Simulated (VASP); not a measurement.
The system is GaAs.

```
CELL_PARAMETERS angstrom
0.00000 2.82685 2.82685
2.82685 0.00000 2.82685
2.82685 2.82685 0.00000
ATOMIC_POSITIONS crystal
Ga 0.00000 0.00000 0.00000
As 0.25000 0.25000 0.25000
```

| Quantity | Value |
| --- | --- |
| Program | VASP 6.6.1 |
| Task | relaxation of cell and atoms |
| Functional | PBE |
| Potentials or basis | VASP PAW PBE potentials, release 64 (Ga_d, As) |
| Cutoff | 600 eV |
| k mesh | 10 × 10 × 10 |
| Occupations | gaussian, width 0.03 eV |
| Spin | no spin polarisation |

At the start: pressure 3.4 GPa; volume 22.59 Å³/atom.

Problem. Where does the relaxation end?

Solution. Over 3 steps the energy falls by 12.1 meV/atom and the volume is 23.77 Å³/atom (+5.2 %); space group F-43m (No. 216, to 0.05 Å).

The path:
```
step  energy change (eV)  largest force (eV/Å)  pressure (GPa)  volume (Å³)
   1              0.0000                0.0000            3.45        45.18
   2             -0.0210                0.0000           -1.02        48.43
   3             -0.0241                0.0000           -0.06        47.53
```

Final structure:
```xyz
2
Lattice="0.0000 2.8751 2.8751 2.8751 0.0000 2.8751 2.8751 2.8751 0.0000" Properties=species:S:1:pos:R:3 pbc="T T T"
Ga    0.0000    0.0000    0.0000
As    1.4376    1.4376    1.4376
```
